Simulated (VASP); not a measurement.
All values below come from vdW-DF-cx, VASP's PBE PAW potentials (set 64) (plane waves; VASP 6.6.1).

Input for VASP

**POSCAR**
```
Ca
1
    0.0000000000     2.7918530272     2.7918530272
    2.7918530272     0.0000000000     2.7918530272
    2.7918530272     2.7918530272     0.0000000000
Ca
1
Direct
  0.0000000000   0.0000000000   0.0000000000
```

### INCAR
```
SYSTEM = Ca
PREC = Accurate
ENCUT = 520
EDIFF = 1E-7
NELM = 100
ALGO = Normal
LREAL = .FALSE.
LASPH = .TRUE.
ISMEAR = 1
SIGMA = 0.1
GGA = CX
LUSE_VDW = .TRUE.
AGGAC = 0.0
LWAVE = .FALSE.
LCHARG = .FALSE.
ISIF = 2
```

File KPOINTS:
```
K-points
0
gamma
 12 12 12
```

POTCAR, in this order: Ca_sv (PBE.64 set). Program: vasp_std.

Question: What does the run give for the energy per atom (σ→0), band gap (on the k-mesh)?

Answer: 
The energy per atom (σ→0) is 0.415 eV/atom. The band gap (on the k-mesh) comes out as none (metal, semimetal or under 0.01 eV).

OSZICAR:
```
...
DAV:   5     0.417197854588E+00   -0.18346E-02   -0.18335E-02  2198   0.542E-01    0.225E+00
DAV:   6     0.417260262880E+00    0.62408E-04   -0.11291E-02  1637   0.132E+00    0.138E+00
DAV:   7     0.414507317186E+00   -0.27529E-02   -0.20635E-02  1429   0.188E+00    0.968E-02
DAV:   8     0.414739489428E+00    0.23217E-03   -0.16346E-03  1586   0.427E-01    0.272E-02
DAV:   9     0.414691538993E+00   -0.47950E-04   -0.15046E-04  2067   0.108E-01    0.155E-02
DAV:  10     0.414693769286E+00    0.22303E-05   -0.19982E-05  1722   0.498E-02    0.120E-03
DAV:  11     0.414693787602E+00    0.18315E-07   -0.83726E-07  1983   0.791E-03
   1 F= 0.41469379E+00 E0= 0.41489407E+00  d E =-.600842E-03
```

The compound is Ca in the fcc structure. This cell is one point of a volume scan, at 1.06 of the reference volume.
